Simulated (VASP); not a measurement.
All values below come from PBE GGA, VASP's PBE PAW potentials (set 64) (plane waves; VASP 6.6.1).

Input for VASP

POSCAR:
```
RuS
1
    2.7970250000     0.0000000000     0.0000000000
    0.0000000000     2.7970250000     0.0000000000
    0.0000000000     0.0000000000     2.7970250000
Ru S
1 1
Direct
  0.0000000000   0.0000000000   0.0000000000
  0.5000000000   0.5000000000   0.5000000000
```

INCAR:
```
SYSTEM = RuS
PREC = Accurate
ENCUT = 400
EDIFF = 1E-3
NELM = 100
ALGO = Normal
LREAL = .FALSE.
LASPH = .TRUE.
ISMEAR = 0
SIGMA = 0.05
GGA = PE
LMAXMIX = 4
LWAVE = .FALSE.
LCHARG = .FALSE.
ISIF = 2
```

KPOINTS:
```
Automatic mesh
0
Gamma
9 9 9
0 0 0
```

POTCAR, in this order: Ru_pv S (PBE.64 set). Program: vasp_std.

Output of the run:

File OSZICAR:
```
       N       E                     dE             d eps       ncg     rms          rms(c)
DAV:   1     0.135947527995E+03    0.13595E+03   -0.10157E+04   988   0.121E+03
DAV:   2    -0.913417184250E+01   -0.14508E+03   -0.14221E+03  1118   0.348E+02
DAV:   3    -0.126024893526E+02   -0.34683E+01   -0.34460E+01  1228   0.550E+01
DAV:   4    -0.126337893762E+02   -0.31300E-01   -0.31293E-01  1154   0.507E+00
DAV:   5    -0.126343670956E+02   -0.57772E-03   -0.57770E-03  1264   0.586E-01    0.304E+01
DAV:   6    -0.122140011608E+02    0.42037E+00   -0.33082E+00  1022   0.193E+01    0.142E+01
DAV:   7    -0.121569148483E+02    0.57086E-01   -0.72171E-01  1042   0.927E+00    0.843E+00
DAV:   8    -0.121272507590E+02    0.29664E-01   -0.83548E-02  1016   0.331E+00    0.905E-01
DAV:   9    -0.121271938519E+02    0.56907E-04   -0.32614E-03  1120   0.463E-01
   1 F= -.12127194E+02 E0= -.12126111E+02  d E =-.216499E-02
```

**OUTCAR**
```
------------------------ aborting loop because EDIFF is reached ----------------------------------------
  FORCE on cell =-STRESS in cart. coord.  units (eV):
  Direction    XX          YY          ZZ          XY          YZ          ZX
  --------------------------------------------------------------------------------------
  Total        8.6596088      8.6596088      8.6596088     -0.0000000     -0.0000000      0.0000000
  in kB      634.0446019    634.0446019    634.0446019     -0.0000000     -0.0000000      0.0000000
  external PRESSURE =     634.0446019 kB  Pullay stress =       0.0000000 kB
  volume of cell :       21.88
      direct lattice vectors                 reciprocal lattice vectors
     2.797025000  0.000000000  0.000000000     0.357522725  0.000000000  0.000000000
     0.000000000  2.797025000  0.000000000     0.000000000  0.357522725  0.000000000
     0.000000000  0.000000000  2.797025000     0.000000000  0.000000000  0.357522725
 POSITION                                       TOTAL-FORCE (eV/Angst)
 -----------------------------------------------------------------------------------
      0.00000      0.00000      0.00000         0.000000      0.000000      0.000000
      1.39851      1.39851      1.39851         0.000000      0.000000      0.000000
 -----------------------------------------------------------------------------------
    total drift:                                0.000000     -0.000000     -0.000000
  FREE ENERGIE OF THE ION-ELECTRON SYSTEM (eV)
  ---------------------------------------------------
  free  energy   TOTEN  =       -12.1271938519 eV

  energy  without entropy=      -12.1250288640  energy(sigma->0) =      -12.12611136
```
(Selected blocks of OUTCAR.)

The structure was generated: RuS was put into the CsCl type (Pm-3m), which need not be its known phase. The cell was not relaxed at this level. The run is one of a series of settings (EDIFF = 1E-3 against the base run), some of them coarse on purpose.
